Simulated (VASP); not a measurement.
Data:

```xyz
3
Lattice="2.2021 -3.7555 0.0000 2.2021 3.7555 0.0000 0.0000 0.0000 4.9328" Properties=species:S:1:pos:R:3 pbc="T T T"
Se     0.4955     0.8450     3.2885
Se     3.4132     0.0000     0.0000
Se     0.5300    -0.8450     1.6443
```

These are PBE GGA, VASP's PBE PAW potentials (set 64) (plane waves; VASP) values and carry that method's errors. Run with 400 eV cut-off, 5×5×4 Γ-centred mesh, tetrahedra with Blöchl corrections, potentials Se.

Problem. Give the force on each atom (eV/Å).

Solution. 
```
atom      Fx      Fy      Fz
----  ------  ------  ------
Se1    0.240   0.463   0.066
Se2   -0.307  -0.049   0.062
Se3    0.067  -0.413  -0.128
```

Problem. Give the stress tensor in GPa (positive for a compressed cell).

Solution. 
```
 1.88   0.19  -0.28
 0.19   2.57   0.52
-0.28   0.52   4.30
```
The pressure is its mean diagonal, 2.92 GPa.

The compound is Se in the trig structure. The cell was not relaxed at this level, atoms are displaced from their ideal sites. The run is one of a series of settings (ISMEAR = -5, SIGMA removed against the base run), some of them coarse on purpose.
